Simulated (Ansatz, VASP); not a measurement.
**Cross-check of TcSn between VASP and Ansatz**

One calculation is typed for both programs; each brings its own data sets. How far apart do they land? The cell is generated by rule, not measured, and may not be a known phase. The structure shown is the end of the Ansatz relaxation below. Other levels of theory on this material are compared in a session of their own.

Method: plane waves, with VASP 6.6.1 beside it; single point at PBEsol, in Ansatz 0.2.0.

The structure was built from a prototype and need not be the compound's stable phase.

## Step 1: The starting structure

The structure is cubic, space group Pm-3m (No. 221). The conventional cell has a = 3.210 Å, b = 3.210 Å, c = 3.210 Å, α = 90.00°, β = 90.00°, γ = 90.00°. Nearest to Sn lie 8 Tc at 2.78 Å. Tc has 8 Sn at 2.78 Å nearest. Farther neighbours are not listed.

## Step 2: Ansatz: relaxation, PBEsol

Ansatz runs on its default PAW (the set named soft_2) files.

This run makes the geometry at which the two programs are then compared.

Contents of input.yaml:

```yaml
crystal:
  lattice:
    - [3.2211856604, 0.0, 0.0]
    - [0.0, 3.2211856604, 0.0]
    - [0.0, 0.0, 3.2211856604]
  atoms:
    - { symbol: Sn, position: [0.0, 0.0, 0.0] }
    - { symbol: Tc, position: [0.5, 0.5, 0.5] }
kpoints:
  mp_grid: { grid: [16, 16, 16] }
hamiltonian:
  xc: pbesol
scf:
  occupations: { method: methfessel_paxton, width: 0.2 }
output:
  forces: true
  stress: true
  eigenvalues: true
relax:
  adjacent_minimum: "off"
  f_tol: 0.001
  max_steps: 60
  cell: { stress_tol: 0.05, p_target: 2.0 }
```

Started as:

```bash
> ansatz run input.yaml --threads 4 --pin off --max-ram 8192MiB --backend cpu --events-out ev --progress --plain --runs-dir out
```

Numbers of over 12 decimals in the logs are rounded to 6 here.

The program printed:

```text
Engine: ansatz 0.2.0, aarch64-unknown-linux-gnu
Pseudopotentials: kind: paw
Pseudopotential: Sn, paw, valence charge 14, recommended cutoff 420 eV (normal), Sn.paw.azcp
Pseudopotential: Tc, paw, valence charge 15, recommended cutoff 500 eV (normal), Tc.paw.azcp
Functional definition: PBEsol
  exchange = pbesol_x
  correlation = pbesol_c
Crystal: 2 atoms, lattice volume = 33.423 Å³
Basis set: ecut = 500 eV, 847 PW (Γ), exchange–correlation on 48×48×48 points (8 copies of the dense FFT grid, shifted against one another)
Bands: 19, of which v1, the nominal top of the filled ones, is band 15 counted from 1 (14 counted from 0)
Symmetry: 48 space group operations
Space group: Pm-3m (ITA 221), of the structure as read, at distance tolerance 3.2e-5 Å
k-points: 165 of 4096
Non-local potential: Sn, projectors of the file, l = 0: 2, l = 1: 2, l = 2: 2, l = 3: 2
Non-local potential: Tc, projectors of the file, l = 0: 3, l = 1: 3, l = 2: 2, l = 3: 2
PAW form: soft (Blöchl's): semilocal exchange-correlation on the pseudo side does not see the compensation charge
PAW frozen core: Sn, regenerated for the run's functional, and the local potential with it (the file was generated under x = pbe(κ = 0.804, μ = 0.219515), c = pbe(β = 0.066725))
PAW frozen core: Tc, regenerated for the run's functional, and the local potential with it (the file was generated under x = pbe(κ = 0.804, μ = 0.219515), c = pbe(β = 0.066725))
PAW one-centre angular grid: Sn, 590 points (default); XC on 64 Gauss nodes
PAW one-centre angular grid: Tc, 590 points (default); XC on 64 Gauss nodes
Initial density: superposition of atomic densities (chi_scale 0.1, normalization cell, long waves kept (reshape's long-wave potential 0.00 eV rms))
Initial wavefunctions: pseudopotential atomic-orbital guess
Functional: x = pbesol(κ = 0.804, μ = 0.123457), c = pbesol(β = 0.046)
SCF iter   1: F=—  HF=-11287.746191 eV  |F-HF|=—  |Δ(HF+E_count)|=         —  Δρ=5.76e-2  dr2=2.06e0  ethr=3.10e-3  ⟨swp⟩=4.9  Hψ=14083  notcnv=0
preconditioner: auto → none  [metal: Δε(μ)=0.013 eV  Ē_g=15.312 eV  σ=0.200 eV  W_gap=0.06  n_scr=6 (ndim 8)  ℏωp=29.4 eV  f_vac=0.000  D(μ)=2.14/eV (n_scr^D=26)  sad-step TF]
SCF iter   2: F=—  HF=-11287.428605 eV  |F-HF|=—  |Δ(HF+E_count)|=   3.18e-1  S|Δr|=    0.00e0  Δρ=4.14e-2  dr2=1.07e0  ethr=3.10e-3  ⟨swp⟩=2.0  Hψ=5081  notcnv=0  defer=12
SCF iter   3: F=—  HF=-11287.163814 eV  |F-HF|=—  |Δ(HF+E_count)|=   2.65e-1  S|Δr|=    0.00e0  Δρ=6.28e-3  dr2=9.75e-3  ethr=3.10e-3  ⟨swp⟩=2.0  Hψ=4658  notcnv=0  defer=12
SCF iter   4: F=—  HF=-11287.160584 eV  |F-HF|=—  |Δ(HF+E_count)|=   3.23e-3  S|Δr|=    0.00e0  Δρ=1.31e-3  dr2=2.57e-4  ethr=3.36e-5  ⟨swp⟩=2.1  Hψ=5979  notcnv=0  defer=7
SCF iter   5: F=—  HF=-11287.160447 eV  |F-HF|=—  |Δ(HF+E_count)|=   1.38e-4  S|Δr|=    0.00e0  Δρ=1.87e-4  dr2=2.29e-6  ethr=8.87e-7  ⟨swp⟩=2.0  Hψ=4708  notcnv=0  defer=7
SCF iter   6: F=—  HF=-11287.160452 eV  |F-HF|=—  |Δ(HF+E_count)|=   4.92e-6  S|Δr|=    0.00e0  Δρ=2.85e-5  dr2=1.17e-7  ethr=3.45e-10  ⟨swp⟩=7.2  Hψ=15967  notcnv=0
SCF iter   7: F=-11287.160452 eV  HF=-11287.160452 eV  |F-HF|=1.13e-8  |Δ(HF+E_count)|=   1.77e-8  S|Δr|=    0.00e0  Δρ=4.86e-6  dr2=1.18e-8  ethr=3.45e-10  ⟨swp⟩=4.5  Hψ=9659  notcnv=0
SCF 1 converged in 7 iterations: F = -11287.160452 eV  dr2 = 1.18e-8
  greatest PAW one-centre occupation: 0.992 electrons in one spin orbital (limit 2), on the Sn atom at site 0 (counted from 0), in its partial waves of l = 2
relax step   1: F+E_penalty+E_count = -11287.16045188 eV  Δ(F+E_penalty+E_count) = +0.000e0 eV  max|allowed force component| = 4.161e-29 eV/Å  Δτ_max = 0.0000 Å  P = -0.000 GPa  Ω = 33.423 Å³  (7 SCF iters, dr2 threshold 1.00e-7 eV, accepted)
[...]
relax step   2: F+E_penalty+E_count = -11287.14029598 eV  Δ(F+E_penalty+E_count) = +2.016e-2 eV  max|allowed force component| = 5.325e-30 eV/Å  Δτ_max = 0.0000 Å  P = +6.480 GPa  Ω = 32.385 Å³  energy of the carried Pulay correction = +1.688e-4 eV  (5 SCF iters, dr2 threshold 2.00e-7 eV, rejected (line search))
[...]
relax step   3: F+E_penalty+E_count = -11287.15857122 eV  Δ(F+E_penalty+E_count) = +1.881e-3 eV  max|allowed force component| = 3.846e-30 eV/Å  Δτ_max = 0.0000 Å  P = +1.911 GPa  Ω = 33.096 Å³  energy of the carried Pulay correction = +5.267e-5 eV  (6 SCF iters, accepted)
[...]
relax step   4: F+E_penalty+E_count = -11287.15839500 eV  Δ(F+E_penalty+E_count) = +1.762e-4 eV  max|allowed force component| = 7.149e-31 eV/Å  Δτ_max = 0.0000 Å  P = +2.000 GPa  Ω = 33.081 Å³  energy of the carried Pulay correction = +5.503e-5 eV  (3 SCF iters, dr2 threshold 1.96e-8 eV, accepted)
[...]
relax step   5: F+E_penalty+E_count = -11287.15834433 eV  Δ(F+E_penalty+E_count) = +5.067e-5 eV  max|allowed force component| = 1.315e-30 eV/Å  Δτ_max = 0.0000 Å  P = +1.995 GPa  Ω = 33.081 Å³  stress off target by 4.80e-3 GPa  SCF on the basis re-selected at this cell (its energy is not comparable with the rows above)  (4 SCF iters)
basis re-selected at this cell: Δ(F+E_penalty+E_count) = +5.067e-5 eV, ΔP = -0.004 GPa vs the last step (what re-selecting the basis moved, of the pressure what is left beyond the Pulay correction that the steps carried, after the strain that the cell walked since its last selection, with what the two solves' SCF thresholds leave and, on support functions, any second-order correction that the steps lacked; it is no m [...]
SCF converged after 4 iterations
Stability not checked: this state was not tested for a lower state beside it, because cold or Methfessel-Paxton smearing, or corrected tetrahedra, fill the levels in a way that the test cannot read (fill_not_monotonic; see scf.lower_state_search)
Free energy (F): -11287.158344 eV
Harris-Foulkes:  -11287.158344 eV  (|F-HF|=1.82e-12)
Internal energy: -11287.159738 eV  (E = F + TS)
E sigma→0 (E₀):  -11287.158693 eV
Entropy (-TS):   0.001394 eV (0.697 meV/atom)
Fermi energy:    18.927418 eV
--- Per-component energies (eV) ---
  E_band       = -60.597439
  E_kinetic    = 818.870108
  E_local      = -1784.758895  (includes V_loc(G=0)·N_el)
  E_nonlocal   = 258.918203
  E_hartree    = 761.302857
  E_xc         = -618.326862
  E_vxc        = -392.976526  (∫ρ·V_xc dr)
  E_paw        = -7289.202970  (= ΣΔE_a)
  E_vpaw       = -483.256063  (= ΣTr[D̂ρ^β])
  E_aug_tail   = -0.000013  (compensation charges beyond the density's cutoff)
  E_ewald      = -3434.473851
  E_core_change = 0.511684  (= ΣΔE_core)
  E_smearing   = 0.001394  (= −TS)
  E_closure    = -0.000000  (closes the sum)
  Σ components = -11287.158344   (vs F -11287.158344, Δ=0.00e0)
--- Forces (eV/Å), atoms counted from 1 ---
  atom   1  Sn     0.00000000     0.00000000    -0.00000000
  atom   2  Tc     0.00000000     0.00000000     0.00000000
  max |Σ_I F_I| component: 2.24e-30 eV/Å
--- Stress (GPa, compression-positive) ---
        1.995201      -0.000000       0.000000
       -0.000000       1.995201      -0.000000
        0.000000      -0.000000       1.995201
  P = ⅓ Tr σ = 1.9952 GPa (19.952 kbar)
--- Band table (eV; the first three rows and the last of 165) ---
  k-point 0: bands = [... 11 lower, 16.0999, 19.3388, 19.3388, 19.3388, 22.1162, 22.1162, 22.1162, 28.6996]
  k-point 1: bands = [... 11 lower, 16.1102, 19.1631, 19.1631, 19.3369, 21.8127, 22.3613, 22.3613, 28.9425]
  k-point 2: bands = [... 11 lower, 16.1397, 18.7644, 18.7644, 19.3318, 21.1437, 22.9692, 22.9692, 29.2400]
  k-point 164: bands = [... 11 lower, 13.8296, 16.0321, 20.5564, 20.5564, 22.7899, 22.7899, 22.7899, 25.3933]
--- Relaxed structure (4 steps of the walk, 3 accepted, 1 SCFs on fresh bases) ---
  F+E_penalty+E_count = -11287.15834433 eV   max|allowed force component| = 1.315e-30 eV/Å   (the final SCF, on the basis selected at the relaxed cell)
  cell:  # Å, volume = 33.0810 Å³
    - [3.210157, 0, 0]
    - [0, 3.210157, 0.0]
    - [0, 0.0, 3.210157]
  atoms:
    - { symbol: Sn, position: [0, 0, 0] }
    - { symbol: Tc, position: [0.5, 0.5, 0.5] }
```

## Step 3: VASP: single point, PBEsol

The same cell, functional, mesh and smearing now go to VASP, with its own data sets.

Lines of VASP's logs that name or quote its potential files are left out, and so is its time.

Contents of INCAR:

```
SYSTEM = TcSn
PREC = Accurate
ENCUT = 500
EDIFF = 1E-06
NELM = 120
ISMEAR = 1
SIGMA = 0.2
LREAL = .FALSE.
ALGO = Normal
GGA = PS
NBANDS = 19
LASPH = .TRUE.
LORBIT = 11
LWAVE = .FALSE.
LCHARG = .FALSE.
ISIF = 2
GGA_COMPAT = .FALSE.
KPAR = 2
```

Contents of POSCAR:

```
TcSn
1.0
    3.2101566441      0.0000000000      0.0000000000
    0.0000000000      3.2101566441      0.0000000000
    0.0000000000      0.0000000000      3.2101566441
Sn Tc
1 1
Direct
    0.0000000000      0.0000000000      0.0000000000
    0.5000000000      0.5000000000      0.5000000000
```

Contents of KPOINTS:

```
Automatic mesh
0
Gamma
16 16 16
0 0 0
```

The projector-augmented-wave data sets are Sn_d and Tc_pv (PBE family, release 64).

Started as:

```bash
> mpirun -np 2 vasp_std
```

The program printed:

```text
[banner, memory and clock lines left out]
running    2 mpi-ranks, on    1 nodes
 distrk:  each k-point on    1 cores,    2 groups
 distr:  one band on    1 cores,    1 groups

 POSCAR found type information on POSCAR SnTc
 POSCAR found :  2 types and       2 ions
|                                                                             |
|               ----> ADVICE to this user running VASP <----                  |
|                                                                             |
|     You enforced a specific xc type in the INCAR file but a different       |
|     [... a line on the potential file left out ...]
|     I HOPE YOU KNOW WHAT YOU ARE DOING!                                     |
|                                                                             |

 LDA part: xc-table for (Slater+PW92), standard interpolation
 POSCAR, INCAR and KPOINTS ok, starting setup
 FFT: planning ... GRIDC
 FFT: planning ... GRID_SOFT
 FFT: planning ... GRID
 WAVECAR not read
 entering main loop
       N       E                     dE             d eps       ncg     rms          rms(c)
DAV:   1     0.270896583237E+03    0.27090E+03   -0.14337E+04  6753   0.211E+03
DAV:   2     0.108071589821E+01   -0.26982E+03   -0.26440E+03  6366   0.493E+02
DAV:   3    -0.154068958029E+02   -0.16488E+02   -0.16082E+02  6858   0.121E+02
DAV:   4    -0.157999979945E+02   -0.39310E+00   -0.39201E+00  7196   0.188E+01
DAV:   5    -0.158108723964E+02   -0.10874E-01   -0.10874E-01  7531   0.326E+00    0.152E+01
DAV:   6    -0.153139074285E+02    0.49696E+00   -0.31058E+00  6639   0.124E+01    0.413E+00
DAV:   7    -0.152303101239E+02    0.83597E-01   -0.40254E-01  7849   0.649E+00    0.366E+00
DAV:   8    -0.152058856320E+02    0.24424E-01   -0.68761E-02  8328   0.286E+00    0.230E-01
DAV:   9    -0.152046574098E+02    0.12282E-02   -0.36739E-03  8199   0.952E-01    0.737E-02
DAV:  10    -0.152046039031E+02    0.53507E-04   -0.13495E-04  7509   0.129E-01    0.232E-02
DAV:  11    -0.152046023986E+02    0.15045E-05   -0.61346E-06  7519   0.220E-02    0.738E-03
DAV:  12    -0.152046024364E+02   -0.37858E-07   -0.14380E-06  4068   0.109E-02
   1 F= -.15204602E+02 E0= -.15205064E+02  d E =0.138618E-02
```

From OUTCAR (step 3):

```text
ion  position               nearest neighbor table
   1  0.000  0.000  0.000-   2 2.78   2 2.78   2 2.78   2 2.78   2 2.78   2 2.78   2 2.78   2 2.78

  LATTYP: Found a simple cubic cell.
 ALAT       =     3.2101566441

 Subroutine GETGRP returns: Found 48 space group operations
 (whereof 48 operations were pure point group operations)

The static configuration has the point symmetry O_h .

 Found    165 irreducible k-points:

   k-points           NKPTS =    165   k-points in BZ     NKDIM =    165   number of bands    NBANDS=     19

   dimension x,y,z NGX =    24 NGY =   24 NGZ =   24
   dimension x,y,z NGXF=    48 NGYF=   48 NGZF=   48

   ENCUT  =  500.0 eV  36.75 Ry    6.06 a.u.   5.85  5.85  5.85*2*pi/ulx,y,z

   NELECT =      27.0000    total number of electrons

 k-points in reciprocal lattice and weights: Automatic mesh
   0.00000000  0.00000000  0.00000000       0.000
   0.06250000  0.00000000  0.00000000       0.001
   0.12500000  0.00000000  0.00000000       0.001
   0.18750000  0.00000000  0.00000000       0.001
   0.25000000  0.00000000  0.00000000       0.001
   0.31250000  0.00000000  0.00000000       0.001
   0.37500000  0.00000000  0.00000000       0.001
   0.43750000  0.00000000  0.00000000       0.001
   0.50000000  0.00000000  0.00000000       0.001
[...]
0.50000000  0.50000000  0.43750000       0.001
   0.50000000  0.50000000  0.50000000       0.000

 average (electrostatic) potential at core
       1 -93.9261       2 -66.5355

 E-fermi :  12.4515

 k-point     1 :       0.0000    0.0000    0.0000
  band No.  band energies     occupation
    ...
      7      -8.5184      2.00000
      8      -8.5184      2.00000
      9       0.7717      2.00000
     10       9.6268      2.00000
     11       9.6268      2.00000
     12      12.8634     -0.01313
     13      12.8634     -0.01313
     14      12.8634     -0.01313
     15      15.6385     -0.00000
     16      15.6385     -0.00000
    ...

 k-point     2 :       0.0625    0.0000    0.0000
  band No.  band energies     occupation
    ...
      7      -8.5205      2.00000
      8      -8.5179      2.00000
      9       0.8383      2.00000
     10       9.6127      2.00000
     11       9.6370      2.00000
     12      12.6876     -0.07029
     13      12.6876     -0.07029
     14      12.8615     -0.01354
     15      15.3346     -0.00000
     16      15.8836     -0.00000
    ...

 k-point     3 :       0.1250    0.0000    0.0000
  band No.  band energies     occupation
    ...
      9       1.0370      2.00000
     10       9.5329      2.00000
     11       9.6664      2.00000
     12      12.2889      1.98655
     13      12.2889      1.98655
     14      12.8563     -0.01479
     15      14.6654     -0.00000
     16      16.4919      0.00000
     17      16.4919      0.00000
     18      22.7584      0.00000
    ...

  Total        0.3913036      0.3913036      0.3913036     -0.0000000      0.0000000     -0.0000000
  in kB       18.9515942     18.9515942     18.9515942     -0.0000000      0.0000000     -0.0000000
  external PRESSURE =      18.9515942 kB  Pullay stress =       0.0000000 kB

  energy-cutoff  :      500.00
  volume of cell :       33.08
      direct lattice vectors                 reciprocal lattice vectors
     3.210156644  0.000000000  0.000000000     0.311511278  0.000000000  0.000000000
     0.000000000  3.210156644  0.000000000     0.000000000  0.311511278  0.000000000
     0.000000000  0.000000000  3.210156644     0.000000000  0.000000000  0.311511278

 POSITION                                       TOTAL-FORCE (eV/Angst)
 -----------------------------------------------------------------------------------
      0.00000      0.00000      0.00000         0.000000      0.000000      0.000000
      1.60508      1.60508      1.60508         0.000000      0.000000      0.000000
 -----------------------------------------------------------------------------------
    total drift:                                0.000000      0.000000     -0.000000

  FREE ENERGIE OF THE ION-ELECTRON SYSTEM (eV)
  ---------------------------------------------------
  free  energy   TOTEN  =       -15.2046024364 eV

  energy  without entropy=      -15.2059886147  energy(sigma->0) =      -15.20506450

 total charge
# of ion       s       p       d       tot
------------------------------------------
    1        1.089   1.322  10.123  12.534
    2        0.325   6.327   5.357  12.009
--------------------------------------------------
tot          1.414   7.649  15.481  24.543

[... 3 further parts left out ...]
```

The run ends at a pressure of 1.90 GPa.

## Step 4: Differences

Known differences besides the potentials themselves: the data sets hold 29 valence electrons in Ansatz (on its default PAW (the set named soft_2) files) and 27 in VASP; Ansatz makes its cores anew for this functional, VASP keeps those of its PBE data sets; Ansatz's pressure holds a Pulay correction, VASP's none. Total energies have different zeros and are not compared.

Both answers:

| quantity | Ansatz | VASP | difference |
| --- | --- | --- | --- |
| pressure (GPa) | 2.00 | 1.90 | +0.10 |

## Step 5: Outcome

```json
{
 "difference in pressure (single point, PBEsol)": "0.10 GPa"
}
```

In words: The difference in pressure is 0.10 GPa (single point, PBEsol), within the 1 GPa picked in this series as the mark of a large difference. The data sets hold unlike numbers of valence electrons (29 in Ansatz and 27 in VASP), so part of the differences comes from the potentials. 3 further runs of this series are not shown here. How closely two codes agree says nothing of how well the functional describes the real material.

[Lines on the potential files, build, host, timing and source positions are cut from VASP's logs without a mark.]

[Logs are printed without paths, hosts, clocks, repeated set-up lines and the standing remarks that a program may print on its own settings, such as how far it seeks lower states.]

[Hosts, paths, dates, database ids (printed as entryN), source tags and the programs' standing remarks are cut or masked in the printed files.]
